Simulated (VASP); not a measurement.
Runs of VASP 6.6.1 on Sr. The structure is cubic, space group Fm-3m (No. 225). The conventional cell has a = 6.067 Å, b = 6.067 Å, c = 6.067 Å, α = 90.00°, β = 90.00°, γ = 90.00°. Sr (site symmetry m-3m) is surrounded by 12 Sr at 4.29 Å. 

```tsv
task	level	potentials or basis	cell	cutoff (eV)	gap on the mesh (eV)	pressure (GPa)	relaxed volume (Å³/atom)
relaxation of cell and atoms	PBEsol	VASP PAW PBE potentials, release 64 (Sr_sv)	relaxed	600	none	0.0	51.91
relaxation of cell and atoms	LDA	VASP PAW LDA potentials, release 64 (Sr_sv)	relaxed	600	0.05	0.0	48.62
relaxation of cell and atoms	PBEsol	VASP PAW PBE potentials, release 64 (Sr_sv)	relaxed	480	none	0.0	51.89
relaxation of cell and atoms	PBEsol	VASP PAW PBE potentials, release 64 (Sr_sv)	relaxed	580	none	0.0	51.91
relaxation of cell and atoms	PBEsol	VASP PAW PBE potentials, release 64 (Sr_sv)	relaxed	300	none	0.0	51.75
single point	PBEsol	VASP PAW PBE potentials, release 64 (Sr_sv)	as given	520	none	(a)	-
relaxation of cell and atoms	RPBE	VASP PAW PBE potentials, release 64 (Sr_sv)	relaxed	600	none	0.0	(b)
```

Alike in all rows: no spin polarisation; k mesh 12 × 12 × 12; smearing gaussian 0.1 eV.

Estimate the missing entries.

(a) -0.8; (b) 58.36.

Caveats: the PAW data sets were made with another functional, which shifts forces and pressure a little (some runs).

A k mesh can miss the band edges, and the runs leave out spin-orbit coupling on Sr.

A gap of «none» marks a metal or a gap under the smearing width.

Runs at the PBE level aren't shown here.
